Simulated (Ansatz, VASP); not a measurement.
**Ga3As3H8 (GaAs wire along [110], 6 atoms a period, H-terminated) in two plane-wave programs**

Wanted: the spread between two codes on one cell, functional and k mesh. The cell is taken from a series of runs on this material, whose earlier steps may have relaxed, scaled, displaced or heated it; both programs get it as it stands.

Main program and level: Ansatz 0.2.0; plane waves, with VASP 6.6.1 beside it; single point at HSE06.

## (1) The starting structure

The cell holds 14 atoms: 3 As, 8 H and 3 Ga. Cell: a = 12.920 Å, b = 13.446 Å, c = 4.158 Å, α = 90.0°, β = 90.0°, γ = 90.0°. Vacuum lies along a and b. The structure's axis is c.

## (2) Ansatz: single point, HSE06

Ansatz runs on its PAW soft_1 files.

With cell and atoms fixed, the geometry can't cause a difference; cores, projectors, grids and the points listed under the comparison can.

File input.yaml:

```yaml
crystal:
  lattice:
    - [12.92, 0.0, 0.0]
    - [0.0, 13.446, 0.0]
    - [0.0, 0.0, 4.1577917823]
  atoms:
    - { symbol: As, position: [0.437202747, 0.343504552, 0.0] }
    - { symbol: H, position: [0.528784576, 0.272094674, 0.0] }
    - { symbol: Ga, position: [0.531786687, 0.5, 0.0] }
    - { symbol: H, position: [0.319115464, 0.191002665, 0.5] }
    - { symbol: H, position: [0.243953538, 0.384874004, 0.5] }
    - { symbol: H, position: [0.319115464, 0.808997335, 0.5] }
    - { symbol: H, position: [0.243953538, 0.615125996, 0.5] }
    - { symbol: Ga, position: [0.332740884, 0.306333236, 0.5] }
    - { symbol: Ga, position: [0.332740884, 0.693666764, 0.5] }
    - { symbol: As, position: [0.642070917, 0.5, 0.5] }
    - { symbol: H, position: [0.719393414, 0.414799678, 0.5] }
    - { symbol: H, position: [0.719393414, 0.585200322, 0.5] }
    - { symbol: As, position: [0.437202747, 0.656495448, 0.0] }
    - { symbol: H, position: [0.528784576, 0.727905326, 0.0] }
kpoints:
  mp_grid: { grid: [1, 1, 8] }
scf:
  occupations: { method: fermi_dirac, width: 0.05 }
hamiltonian:
  xc: hse06
  pseudopotentials: { kind: paw, azcp: { folder: soft_1 } }
```

Started as:

```sh
$ ansatz run input.yaml --threads 4 --pin off --max-ram 16384MiB --backend cpu --events-out ev --progress --plain --runs-dir out
```

Numbers of over 12 decimals in the logs are rounded to 6 here.

The log of the run:

```text
Engine: ansatz 0.2.0, x86_64-unknown-linux-gnu
Pseudopotentials: kind: paw
Pseudopotential: As, paw, valence charge 15, recommended cutoff 420 eV (normal), soft_1/As.paw.azcp
Pseudopotential: H, paw, valence charge 1, recommended cutoff 420 eV (normal), soft_1/H.paw.azcp
Pseudopotential: Ga, paw, valence charge 13, recommended cutoff 420 eV (normal), soft_1/Ga.paw.azcp
Functional definition: HSE06
  parameter a = 0.25
  parameter omega = 0.11/bohr
  exchange = pbe_x - a*pbe_x_sr(omega) + a*exact_x_sr(omega)
  correlation = pbe_c
Crystal: 14 atoms, lattice volume = 722.301 Å³
Basis set: ecut = 420 eV, 14067 PW (Γ)
Bands: 60, of which v1, the nominal top of the filled ones, is band 46 counted from 1 (45 counted from 0)
Symmetry: 4 space group operations
Space group: Pmm2 (ITA 25), of the structure as read, at distance tolerance 9.0e-5 Å
k-points: 5 of 8
Non-local potential: As, projectors of the file, l = 0: 2, l = 1: 2, l = 2: 3, l = 3: 1
Non-local potential: H, projectors of the file, l = 0: 2, l = 1: 1
Non-local potential: Ga, projectors of the file, l = 0: 2, l = 1: 2, l = 2: 3, l = 3: 1
PAW form: soft (Blöchl's): semilocal exchange-correlation on the pseudo side does not see the compensation charge
PAW frozen core: As, regenerated for the run's functional, and the local potential with it (the file was generated under x = pbe(κ = 0.804, μ = 0.219515), c = pbe(β = 0.066725))
PAW frozen core: Ga, regenerated for the run's functional, and the local potential with it (the file was generated under x = pbe(κ = 0.804, μ = 0.219515), c = pbe(β = 0.066725))
PAW one-centre angular grid: As, 590 points (default); XC on 64 Gauss nodes
PAW one-centre angular grid: H, 110 points (default); XC on 64 Gauss nodes
PAW one-centre angular grid: Ga, 590 points (default); XC on 64 Gauss nodes
Initial density: superposition of atomic densities (neutral atoms: chi_scale 0, normalization atom)
Initial wavefunctions: pseudopotential atomic-orbital guess
Functional: x = pbe(κ = 0.804, μ = 0.219515), c = pbe(β = 0.066725), warm-up for x = pbe(κ = 0.804, μ = 0.219515) + 0.25 (exact − pbe) at short range (hse, ω = 0.207870 Å⁻¹), c = pbe(β = 0.066725); HSE06 as pw.x's `hse` composes it (authors' and Libxc's form: `xc: wpbeh`)
iter 1 solved again at ethr=8.22e-3 eV; its pass at ethr=1.00e-1 eV (dr2=7.57e0 eV) is discarded
SCF iter   1: F=—  HF=-26046.285852 eV  |F-HF|=—  |Δ(HF+E_count)|=         —  Δρ=3.32e-2  dr2=7.70e0  ethr=8.22e-3  ⟨swp⟩=8.0  Hψ=1589  notcnv=0
preconditioner: auto → none  [insulator: Δε(μ)=2.800 eV  Ē_g=13.952 eV  σ=0.050 eV  W_gap=1.00  n_scr=92 (ndim 8)  ℏωp=10.9 eV  f_vac=0.610  D(μ)=0.00/eV (n_scr^D=0)]
SCF iter   2: F=—  HF=-26044.141884 eV  |F-HF|=—  |Δ(HF+E_count)|=    2.14e0  Δρ=1.25e-2  dr2=1.33e0  ethr=8.22e-3  ⟨swp⟩=8.2  Hψ=811  notcnv=0  defer=2
SCF iter   3: F=—  HF=-26044.016626 eV  |F-HF|=—  |Δ(HF+E_count)|=   1.25e-1  Δρ=5.41e-3  dr2=8.17e-1  ethr=1.45e-3  ⟨swp⟩=7.6  Hψ=931  notcnv=0  defer=4
iter 4 solved again at ethr=1.43e-5 eV; its pass at ethr=8.88e-4 eV (dr2=1.31e-2 eV) is discarded
SCF iter   4: F=—  HF=-26043.816432 eV  |F-HF|=—  |Δ(HF+E_count)|=   2.00e-1  Δρ=1.61e-3  dr2=1.40e-2  ethr=1.43e-5  ⟨swp⟩=6.8  Hψ=1629  notcnv=0
SCF iter   5: F=—  HF=-26043.816383 eV  |F-HF|=—  |Δ(HF+E_count)|=   4.86e-5  Δρ=8.24e-4  dr2=2.42e-3  ethr=1.43e-5  ⟨swp⟩=4.2  Hψ=748  notcnv=0
SCF iter   6: F=-26043.816299 eV  HF=-26043.816423 eV  |F-HF|=1.24e-4  |Δ(HF+E_count)|=   4.01e-5  Δρ=1.73e-4  dr2=2.05e-4  ethr=2.63e-6  ⟨swp⟩=3.0  Hψ=648  notcnv=0
SCF 1 stopped early in 6 iterations: F = -26043.816299 eV  dr2 = 2.05e-4
  greatest PAW one-centre occupation: 0.999 electrons in one spin orbital (limit 2), on the As atom at site 9 (counted from 0), in its partial waves of l = 2
Initial density: handed on by an earlier stage of this run
Initial wavefunctions: those handed on with the density
Functional: x = pbe(κ = 0.804, μ = 0.219515) + 0.25 (exact − pbe) at short range (hse, ω = 0.207870 Å⁻¹), c = pbe(β = 0.066725); HSE06 as pw.x's `hse` composes it (authors' and Libxc's form: `xc: wpbeh`)
Exchange kernel: α = 0.2500, screened, ω = 0.2079 Å⁻¹, Wigner–Seitz truncation, v(0) = 1018.2631 eV·Å³, q-mesh 1×1×8, nearest image of the exchange supercell L = 12.92 Å, pair-density grid 54×60×20, without the augmentation charges, whose exchange is taken in its separable form by FFT convolution over the k-point mesh (sized by the pseudopotential files, 90×90×30 at the most), smooth part of the exact exchange by density-matrix convolution
Frozen-core exchange: fock
SCF iter   1: F=—  HF=-26049.226607 eV  |F-HF|=—  |Δ(HF+E_count)|=         —  Δρ=6.21e-3  dr2=1.17e-1  ethr=2.23e-6  ⟨swp⟩=18.2  Hψ=1893  notcnv=0
preconditioner: auto → none  [insulator: Δε(μ)=3.122 eV  Ē_g=16.211 eV  σ=0.050 eV  W_gap=1.00  n_scr=92 (ndim 8)  ℏωp=10.9 eV  f_vac=0.661  D(μ)=0.00/eV (n_scr^D=0)]
SCF iter   2: F=—  HF=-26049.165151 eV  |F-HF|=—  |Δ(HF+E_count)|=   6.15e-2  Δρ=1.02e-3  dr2=9.05e-3  ethr=2.23e-6  ⟨swp⟩=5.0  Hψ=1216  notcnv=0
SCF iter   3: F=—  HF=-26049.192238 eV  |F-HF|=—  |Δ(HF+E_count)|=   2.71e-2  Δρ=1.28e-3  dr2=4.71e-3  ethr=2.23e-6  ⟨swp⟩=5.4  Hψ=1065  notcnv=0  defer=1
SCF iter   4: F=—  HF=-26049.191416 eV  |F-HF|=—  |Δ(HF+E_count)|=   8.21e-4  Δρ=3.88e-4  dr2=6.54e-4  ethr=2.23e-6  ⟨swp⟩=3.0  Hψ=614  notcnv=0
SCF iter   5: F=—  HF=-26049.191378 eV  |F-HF|=—  |Δ(HF+E_count)|=   3.85e-5  Δρ=3.57e-5  dr2=6.35e-5  ethr=4.91e-7  ⟨swp⟩=3.0  Hψ=551  notcnv=0
SCF iter   6: F=—  HF=-26049.192109 eV  |F-HF|=—  |Δ(HF+E_count)|=   7.31e-4  Δρ=8.77e-5  dr2=3.84e-5  ethr=1.21e-8  ⟨swp⟩=6.2  Hψ=1166  notcnv=0  defer=1
SCF iter   7: F=-26049.192083 eV  HF=-26049.192085 eV  |F-HF|=2.09e-6  |Δ(HF+E_count)|=   2.40e-5  Δρ=1.25e-5  dr2=2.92e-6  ethr=1.21e-8  ⟨swp⟩=4.0  Hψ=785  notcnv=0
SCF 2 stopped early in 7 iterations: F = -26049.192083 eV  dr2 = 2.92e-6
hybrid outer 1: dexx = +3.354e-2 eV, tail = 1.87e-4 eV
Exchange kernel: α = 0.2500, screened, ω = 0.2079 Å⁻¹, Wigner–Seitz truncation, v(0) = 1018.2631 eV·Å³, q-mesh 1×1×8, nearest image of the exchange supercell L = 12.92 Å, pair-density grid 54×60×20, without the augmentation charges, whose exchange is taken in its separable form by FFT convolution over the k-point mesh (sized by the pseudopotential files, 90×90×30 at the most), smooth part of the exact exchange by density-matrix convolution
Frozen-core exchange: fock
SCF iter   1: F=—  HF=-26049.192143 eV  |F-HF|=—  |Δ(HF+E_count)|=         —  Δρ=2.93e-5  dr2=7.31e-6  ethr=1.02e-6  ⟨swp⟩=12.2  Hψ=754  notcnv=0
preconditioner: auto → none  [insulator: Δε(μ)=3.112 eV  Ē_g=16.024 eV  σ=0.050 eV  W_gap=1.00  n_scr=92 (ndim 8)  ℏωp=10.9 eV  f_vac=0.663  D(μ)=0.00/eV (n_scr^D=0)]
SCF iter   2: F=—  HF=-26049.192144 eV  |F-HF|=—  |Δ(HF+E_count)|=   1.41e-6  Δρ=1.43e-5  dr2=1.39e-6  ethr=6.10e-9  ⟨swp⟩=4.2  Hψ=952  notcnv=0
SCF iter   3: F=—  HF=-26049.192147 eV  |F-HF|=—  |Δ(HF+E_count)|=   3.27e-6  Δρ=8.23e-6  dr2=4.25e-7  ethr=1.00e-9  ⟨swp⟩=6.4  Hψ=863  notcnv=0  defer=4
iter 4 solved again at ethr=2.15e-11 eV; its pass at ethr=4.21e-10 eV (dr2=1.98e-8 eV) is discarded
SCF iter   4: F=-26049.192147 eV  HF=-26049.192147 eV  |F-HF|=3.94e-8  |Δ(HF+E_count)|=   1.01e-7  Δρ=1.82e-6  dr2=2.73e-8  ethr=2.15e-11  ⟨swp⟩=7.6  Hψ=1560  notcnv=0  defer=13
SCF 3 converged in 4 iterations: F = -26049.192147 eV  dr2 = 2.73e-8
hybrid outer 2: dexx = +3.603e-6 eV, tail = 2.48e-7 eV, Δε = 3.53e-3 eV (about 1.69e-4 eV left of the loop's levels)
hybrid SCF converged: 2 outer / 11 inner (+6 warm-up), last move |dexx| = 3.60e-6 eV, tail = 2.48e-7 eV
Stability not checked: this state was not tested for a lower state beside it, because the functional holds exact exchange (a hybrid, or Hartree-Fock), whose exchange loop this test does not read (fock_operator; see scf.lower_state_search)
Free energy (F): -26049.192147 eV
Frozen-core exchange: fock
Harris-Foulkes:  -26049.192147 eV  (|F-HF|=3.94e-8)
Internal energy: -26049.192147 eV  (E = F + TS)
E sigma→0 (E₀):  -26049.192147 eV
Fermi energy:    -1.991535 eV
--- Per-component energies (eV) ---
  E_band       = -2093.685923
  E_kinetic    = 722.508665
  E_local      = -34471.044159  (includes V_loc(G=0)·N_el)
  E_nonlocal   = -1455.716028
  E_hartree    = 17704.020460
  E_xc         = -378.155856
  E_vxc        = -381.059534  (∫ρ·V_xc dr)
  E_exx        = -341.661854  (= α·E_x^exact, valence–valence)
  E_paw        = -11774.923275  (= ΣΔE_a)
  E_vpaw       = -1233.075338  (= ΣTr[D̂ρ^β])
  E_aug_tail   = -0.008215  (compensation charges beyond the density's cutoff)
  E_ewald      = 3947.732072
  E_core_change = -1.943957  (= ΣΔE_core)
  E_smearing   = -0.000000  (= −TS)
  E_closure    = -0.000000  (closes the sum)
  Σ components = -26049.192147   (vs F -26049.192147, Δ=-3.64e-12)
--- Band table (eV; the first three rows and the last of 5) ---
  k-point 0: bands = [... 42 lower, -4.7298, -4.3258, -3.6721, -3.5498, -0.4375]
  k-point 1: bands = [... 42 lower, -4.7124, -4.5437, -3.9757, -3.9003, 0.2862]
  k-point 2: bands = [... 42 lower, -5.0792, -4.9118, -4.2941, -4.2881, 0.7293]
  k-point 4: bands = [... 42 lower, -5.1767, -5.1559, -4.8699, -4.8623, 0.5860]
  guard bands above this table: 13 of the run's 60 bands. The solve was not asked for them (output.publish_guard_bands: true or output.eigenvalues: true publishes all)
```

The column dr2 measures how far the density is from self-consistency, as an energy; F and HF (Harris–Foulkes) agree once it is small.

(Continued in part 2 of 2.)

[Lines on the potential files, build, host, timing and source positions are cut from VASP's logs without a mark.]

[Logs are printed without paths, hosts, clocks, repeated set-up lines and the standing remarks that a program may print on its own settings, such as how far it seeks lower states.]

[Hosts, paths, dates, database ids (printed as entryN), source tags and the programs' standing remarks are cut or masked in the printed files.]
